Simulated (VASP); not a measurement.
OSZICAR of a VASP run on Bi2Se3 (tetradymite):

OSZICAR:
```
       N       E                     dE             d eps       ncg     rms          rms(c)
DAV:   1     0.469818918115E+03    0.46982E+03   -0.22989E+04  2464   0.173E+03
DAV:   2     0.358452540983E+02   -0.43397E+03   -0.42246E+03  2640   0.435E+02
DAV:   3    -0.186955406652E+02   -0.54541E+02   -0.52149E+02  3224   0.162E+02
DAV:   4    -0.212195811558E+02   -0.25240E+01   -0.24878E+01  2792   0.347E+01
DAV:   5    -0.213361385744E+02   -0.11656E+00   -0.11624E+00  3488   0.763E+00    0.505E+00
DAV:   6    -0.203340282912E+02    0.10021E+01   -0.26536E+00  2892   0.102E+01    0.314E+00
DAV:   7    -0.203466838437E+02   -0.12656E-01   -0.48246E-01  3056   0.327E+00    0.164E+00
DAV:   8    -0.203553961316E+02   -0.87123E-02   -0.81537E-02  3268   0.144E+00    0.537E-01
DAV:   9    -0.203540146868E+02    0.13814E-02   -0.14476E-02  3144   0.656E-01    0.176E-01
DAV:  10    -0.203543220772E+02   -0.30739E-03   -0.29083E-03  2764   0.305E-01    0.672E-02
DAV:  11    -0.203544324512E+02   -0.11037E-03   -0.54230E-04  3604   0.115E-01    0.434E-02
DAV:  12    -0.203544535045E+02   -0.21053E-04   -0.10748E-04  3468   0.566E-02    0.178E-02
DAV:  13    -0.203544525404E+02    0.96409E-06   -0.27924E-05  3092   0.393E-02    0.422E-03
DAV:  14    -0.203544527010E+02   -0.16060E-06   -0.21671E-06  2756   0.842E-03    0.167E-03
DAV:  15    -0.203544528355E+02   -0.13444E-06   -0.53106E-07  2432   0.440E-03    0.814E-04
DAV:  16    -0.203544528315E+02    0.40100E-08   -0.43029E-08  1704   0.134E-03
   1 F= -.20354453E+02 E0= -.20354453E+02  d E =0.000000E+00
```

### Question
Which electronic solver shows in the log?

### Answer
It is blocked Davidson (ALGO = Normal, or the opening steps of other solvers). The INCAR had ALGO = Normal.

### Question
Can the final energy be trusted as converged?

### Answer
The calculation finished and met its thresholds. It stopped with EDIFF = 1E-7, NELM = 100 (PW91 GGA, plane waves, VASP's PBE PAW potentials (set 64)). Without a dispersion term in the relaxation, distances and binding between the weakly bound layers, chains or molecules are unreliable, and so is what depends on them.

The compound is Bi2Se3 in the tetradymite structure. It was relaxed first, which changed the volume by +8 %.
